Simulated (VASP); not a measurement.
# CNH₂Br: harmonic vibrations of a molecule

CNH₂Br, molecule in box, 5 atoms in the cell. PBE, harmonic vibrations; PAW potentials N, C, Br, H (PBE set).

## Input

INCAR.step1:
```
  PREC = Accurate
  ENCUT = 400
  EDIFF = 1E-8
  ISMEAR = 0
  SIGMA = 0.01
  ISYM = 0
  LREAL = False
  LASPH = True
  NELM = 100
  ALGO = Normal
  LWAVE = False
  LCHARG = False
  IBRION = 2
  NSW = 60
  ISIF = 2
  EDIFFG = -0.002
  POTIM = 0.5
```

INCAR.step2, as INCAR.step1 but for:
```
- IBRION = 2
- NSW = 60
- ISIF = 2
- EDIFFG = -0.002
- POTIM = 0.5
+ IBRION = 5
+ NFREE = 2
+ POTIM = 0.015
+ NSW = 1
```

KPOINTS:
```
k-points
0
Gamma
  1 1 1
```

POSCAR.step1:
```
H2CBrN
1.0
   13.0000000000      0.0000000000      0.0000000000
    0.0000000000     11.0000000000      0.0000000000
    0.0000000000      0.0000000000     11.0000000000
N C Br H
1 1 1 2
Direct
    0.4276384600      0.4499636400      0.5132000000
    0.5127153800      0.4962909100      0.4897000000
    0.6274153800      0.4709545500      0.5932181800
    0.3745846200      0.4724727300      0.4487181800
    0.5338615400      0.5538545500      0.4129636400
```

Commands (each step's output is kept before the next begins):
```
cat potpaw_PBE.64/N/POTCAR potpaw_PBE.64/C/POTCAR potpaw_PBE.64/Br/POTCAR potpaw_PBE.64/H/POTCAR > POTCAR
cp INCAR.step1 INCAR
cp POSCAR.step1 POSCAR
mpirun -np 4 vasp_gam > vasp.out
cp CONTCAR POSCAR
cp INCAR.step2 INCAR
mpirun -np 4 vasp_gam > vasp.out
```

## Result

- Vibrations (cm⁻¹; a negative value is imaginary): 3374, 3027, 1646, 1270, 1067, 980, 697, 599, 370
- Zero-point energy (eV): 0.808
- Translations and rotations, which should read zero (cm⁻¹): -30, -13, 0, 1, 2, 18
- Vibrational entropy at 298 K (meV/K): 0.089
- Displaced cells: 30
- Ionic steps, all stages: 59
- Electronic steps, all stages: 958

VASP 6.6.1 took 1032 s on 4 cores (Intel Xeon Platinum 8488C (Sapphire Rapids)), a shared host.
